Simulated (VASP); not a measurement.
These are r2SCAN meta-GGA, VASP's PBE PAW potentials (set 64) (plane waves; VASP) values and carry that method's errors.

VASP input:

### POSCAR
```
Ge
1
    0.0000000000     2.7371943062     2.7371943062
    2.7371943062     0.0000000000     2.7371943062
    2.7371943062     2.7371943062     0.0000000000
Ge
2
Direct
  0.0000000000   0.0000000000   0.0000000000
  0.2500000000   0.2500000000   0.2500000000
```

### INCAR
```
SYSTEM = Ge
PREC = Accurate
ENCUT = 500
EDIFF = 1E-6
NELM = 100
ALGO = Normal
LREAL = .FALSE.
LASPH = .TRUE.
ISMEAR = 0
SIGMA = 0.05
METAGGA = R2SCAN
LMIXTAU = .TRUE.
LMAXMIX = 4
LWAVE = .FALSE.
LCHARG = .FALSE.
IBRION = 2
ISIF = 3
NSW = 40
EDIFFG = -0.02
PSTRESS = 100
```

**KPOINTS**
```
Automatic mesh
0
Gamma
  8 8 8
0 0 0
```

POTCAR, in this order: Ge_d (PBE.64 set). Program: vasp_std.

Q: What will the output report for the number of irreducible k-points (NKPTS), largest plane-wave count, number of space-group operations, FFT grid (NGX, NGY, NGZ)?

A: 
```json
{
 "number of irreducible k-points (NKPTS)": "29",
 "largest_plane_wave_count": "1056",
 "number_of_space_group_operations": "48",
 "FFT grid (NGX, NGY, NGZ)": "28 × 28 × 28"
}
```

The compound is Ge in the diamond structure. It was relaxed first under an external pressure of 10 GPa.
